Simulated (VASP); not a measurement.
# Ga2Ge2O3 (I2_13) in VASP: a series of runs, part 2 of 2

VASP 6.6.1. The steps go on from the part before.

**3. Relaxation of cell and atoms, PBE**

This run uses another cell than the first one, of 22.46 Å³/atom, 1.184 times its volume.

Contents of INCAR:

```
SYSTEM = Ga2Ge2O3
ALGO = Normal
EDIFF = 1E-7
EDIFFG = -0.005
ENCUT = 520
GGA = PE
IBRION = 2
ISIF = 3
ISMEAR = 0
KPAR = 4
LASPH = .TRUE.
LCHARG = .FALSE.
LREAL = .FALSE.
LWAVE = .FALSE.
NELM = 120
NSW = 60
POTIM = 0.3
PREC = Accurate
SIGMA = 0.03
```

Contents of KPOINTS:

```
k-points
0
G
  4 4 4
  0 0 0
```

Contents of POSCAR:

```
Ga2Ge2O3                                
1.0
   -4.2834718814      4.2834718814      4.2834718814
    4.2834718814     -4.2834718814      4.2834718814
    4.2834718814      4.2834718814     -4.2834718814
  Ga              Ge              O             
     4     4     6
Direct
     0.5000000000000000    0.0000000000000000    0.9982824147435230
     0.9982824147435230    0.5000000000000000    0.0000000000000000
     0.0000000000000000    0.9982824147435230    0.5000000000000000
     0.5017175852564768    0.5017175852564768    0.5017175852564768
     0.1092435975043274    0.1092435975043274    0.1092435975043274
     0.0000000000000000    0.3907564024956726    0.5000000000000000
     0.5000000000000000    0.0000000000000000    0.3907564024956726
     0.3907564024956726    0.5000000000000000    0.0000000000000000
     0.4087463499125759    0.1587463499125688    0.2500000000000000
     0.0912536500874240    0.3412536500874240    0.7500000000000000
     0.7500000000000000    0.0912536500874241    0.3412536500874240
     0.2500000000000000    0.4087463499125760    0.1587463499125689
     0.3412536500874240    0.7500000000000000    0.0912536500874241
     0.1587463499125689    0.2500000000000000    0.4087463499125760
```

Potentials or basis: VASP PAW PBE potentials, release 64 (Ga_d, Ge_d, O).

The run is started by

```
> cat potpaw_PBE.64/Ga_d/POTCAR potpaw_PBE.64/Ge_d/POTCAR potpaw_PBE.64/O/POTCAR > POTCAR
> mpirun -np 4 vasp_std > vasp.out
```

OUTCAR:

```text
SYSTEM = Ga2Ge2O3
   EDIFF = 1E-7
   EDIFFG = -0.005
   ENCUT = 520
   GGA = PE
   IBRION = 2
   ISIF = 3
   ISMEAR = 0
   LASPH = .TRUE.
   LREAL = .FALSE.
   NELM = 120
   NSW = 60
   POTIM = 0.3
   PREC = Accurate

 ion  position               nearest neighbor table
   1  0.500  0.000  0.998-   9 2.29  11 2.29  13 2.29   7 2.91
   2  0.998  0.500  0.000-  12 2.29  10 2.29  13 2.29   8 2.91
   3  0.000  0.998  0.500-  14 2.29  11 2.29  10 2.29   6 2.91
   4  0.502  0.502  0.502-   9 2.29  12 2.29  14 2.29   5 2.91
   5  0.109  0.109  0.109-   9 1.95  12 1.95  14 1.95   4 2.91
   6  0.000  0.391  0.500-  14 1.95  10 1.95  11 1.95   3 2.91
   7  0.500  0.000  0.391-   9 1.95  11 1.95  13 1.95   1 2.91
   8  0.391  0.500  0.000-  12 1.95  13 1.95  10 1.95   2 2.91
   9  0.409  0.159  0.250-   7 1.95   5 1.95   1 2.29   4 2.29
  10  0.091  0.341  0.750-   6 1.95   8 1.95   2 2.29   3 2.29
[... 449 lines left out ...]

  energy without entropy =      -72.31436017  energy(sigma->0) =      -72.31436017

 E-fermi :   1.5115     XC(G=0):  -8.2450

 val. band max:        1.3679858241   @ k =   0.5000   0.5000   0.5000
 cond. band min:       3.1420212761   @ k =   0.0000   0.0000   0.0000
 fundamental gap:      1.7740354519
 Fermi energy:         1.5115250251

 k-point     1 :       0.0000    0.0000    0.0000
  band No.  band energies     occupation
      1     -22.9389      2.00000
      2     -22.9389      2.00000
      3     -22.9093      2.00000
      4     -22.9093      2.00000
      5     -22.9093      2.00000
      6     -22.8546      2.00000
[... 685 lines left out ...]
     83       5.5963      0.00000
     84       5.5963      0.00000
 [bands above 84 left out]

------------------------ aborting loop because EDIFF is reached ----------------------------------------

  FORCE on cell =-STRESS in cart. coord.  units (eV):
  Direction    XX          YY          ZZ          XY          YZ          ZX
  --------------------------------------------------------------------------------------
  -------------------------------------------------------------------------------------
  Total        0.0398100      0.0398100      0.0398100      0.0000000      0.0000000      0.0000000
  in kB        0.1987113      0.1987113      0.1987113      0.0000000      0.0000000      0.0000000
  external PRESSURE =       0.1987113 kB  Pullay stress =       0.0000000 kB
[... 29 lines left out ...]
  FREE ENERGIE OF THE ION-ELECTRON SYSTEM (eV)
  ---------------------------------------------------
  free  energy   TOTEN  =       -72.3143601693 eV

  energy  without entropy=      -72.3143601693  energy(sigma->0) =      -72.31436017

 reached required accuracy - stopping structural energy minimisation
```

OSZICAR:

```text
N       E                     dE             d eps       ncg     rms          rms(c)
DAV:   1     0.220725352671E+04    0.22073E+04   -0.62211E+04  1736   0.335E+03
DAV:   2     0.549342795506E+03   -0.16579E+04   -0.15596E+04  1392   0.111E+03
DAV:   3     0.989822598891E+01   -0.53944E+03   -0.50833E+03  1588   0.307E+02
[... 300 lines left out ...]
DAV:   5    -0.723143638817E+02    0.22323E-04   -0.72553E-05  2024   0.404E-02    0.117E-02
DAV:   6    -0.723143617431E+02    0.21386E-05   -0.16254E-05  1746   0.266E-02    0.638E-03
DAV:   7    -0.723143608035E+02    0.93960E-06   -0.65161E-06  2072   0.106E-02    0.436E-03
DAV:   8    -0.723143602008E+02    0.60267E-06   -0.15961E-06  1584   0.586E-03    0.530E-04
DAV:   9    -0.723143601693E+02    0.31516E-07   -0.13791E-07   972   0.217E-03
  30 F= -.72314360E+02 E0= -.72314360E+02  d E =-.670847E-04
```

CONTCAR:

```text
Ga2Ge2O3
   1.00000000000000
    -4.3132706549252093    4.3132706549252093    4.3132706549252093
     4.3132706549252093   -4.3132706549252093    4.3132706549252093
     4.3132706549252093    4.3132706549252093   -4.3132706549252093
  Ga              Ge              O
     4     4     6
Direct
     0.5000000000000000    0.0000000000000000    0.0023603681075784
[... 18 lines left out ...]
  0.00000000E+00  0.00000000E+00  0.00000000E+00
  0.00000000E+00  0.00000000E+00  0.00000000E+00
  0.00000000E+00  0.00000000E+00  0.00000000E+00
  0.00000000E+00  0.00000000E+00  0.00000000E+00
  0.00000000E+00  0.00000000E+00  0.00000000E+00
  0.00000000E+00  0.00000000E+00  0.00000000E+00
  0.00000000E+00  0.00000000E+00  0.00000000E+00
  0.00000000E+00  0.00000000E+00  0.00000000E+00
  0.00000000E+00  0.00000000E+00  0.00000000E+00
  0.00000000E+00  0.00000000E+00  0.00000000E+00
```

Wall time 17 min (4 MPI ranks of AMD EPYC 9R45 (Zen 5), shared host); peak memory 0.57 GiB.

Results:

```
Free energy                            : -72.3144 eV
Relaxed volume                         : 22.93 Å³/atom
Relaxed cell                           : a = 7.471 Å, b = 7.471 Å, c = 7.471 Å, α = 109.47°, β = 109.47°, γ = 109.47°
Space group after relaxing (to 0.05 Å) : I2_13 (No. 199)
Energy gained by relaxing              : 0.5 meV/atom
Ionic steps                            : 30
Pressure after relaxing                : 0.0 GPa
Largest force after relaxing           : 0.005 eV/Å
Band gap on the k mesh                 : 1.77 eV, indirect (least direct gap 2.17 eV)
```

Forces in eV/Å, atoms in the order of the input:
```
Ga   0.002  0.002 -0.002
Ga  -0.002  0.002  0.002
Ga   0.002 -0.002  0.002
Ga  -0.002 -0.002 -0.002
Ge   0.003  0.003  0.003
Ge  -0.003  0.003 -0.003
Ge  -0.003 -0.003  0.003
Ge   0.003 -0.003 -0.003
O    0.000  0.000  0.001
O    0.000  0.000 -0.001
O   -0.001  0.000  0.000
O    0.001  0.000  0.000
O    0.000 -0.001  0.000
O    0.000  0.001  0.000
```

The path:
```csv
step,energy change (eV),largest force (eV/Å),pressure (GPa),volume (Å³)
1,0.0000,0.0061,0.32,314.37
2,-0.0017,0.0676,0.12,315.60
3,-0.0020,0.1021,0.00,316.30
4,-0.0035,0.0696,0.01,317.10
5,-0.0049,0.0302,0.02,318.23
6,-0.0049,0.0668,0.05,320.49
7,-0.0053,0.0208,0.03,319.33
8,-0.0055,0.0228,-0.01,319.77
9,-0.0055,0.0235,-0.03,319.94
10,-0.0055,0.0249,-0.07,320.26
11,-0.0055,0.0238,-0.05,320.03
12,-0.0056,0.0123,-0.02,320.13
13,-0.0057,0.0111,-0.01,320.20
14,-0.0057,0.0141,0.00,320.23
15,-0.0057,0.0094,-0.01,320.26
16,-0.0058,0.0142,-0.02,320.32
17,-0.0058,0.0236,-0.06,320.44
18,-0.0058,0.0198,-0.05,320.40
19,-0.0058,0.0195,-0.04,320.38
20,-0.0059,0.0193,-0.03,320.35
21,-0.0059,0.0185,-0.01,320.28
22,-0.0060,0.0190,0.02,320.14
23,-0.0060,0.0226,0.04,320.09
24,-0.0061,0.0206,0.04,320.13
25,-0.0063,0.0145,0.03,320.27
26,-0.0066,0.0240,0.00,320.53
27,-0.0066,0.0291,-0.01,320.61
28,-0.0067,0.0069,0.06,320.64
29,-0.0067,0.0042,0.04,320.63
30,-0.0067,0.0047,0.02,320.98
```

Final structure:
```xyz
14
Lattice="-4.3133 4.3133 4.3133 4.3133 -4.3133 4.3133 4.3133 4.3133 -4.3133" Properties=species:S:1:pos:R:3 pbc="T T T"
Ga   -2.1465    2.1668    2.1465
Ga    2.1465   -2.1465    2.1668
Ga    2.1668    2.1465   -2.1465
Ga    2.1465    2.1465    2.1465
Ge    0.4679    0.4679    0.4679
Ge   -0.4679    4.7812    3.8454
Ge    3.8454   -0.4679    4.7812
Ge    0.4679   -0.4679    3.8454
O     0.0000    2.1566    1.3371
O     4.3133    2.1566   -1.3371
O    -1.3371    4.3133    2.1566
O     1.3371    0.0000    2.1566
O     2.1566   -1.3371    4.3133
O     2.1566    1.3371    0.0000
```

A k mesh can miss the band edges. PBE gaps usually lie below the measured ones, often by a third to a half.
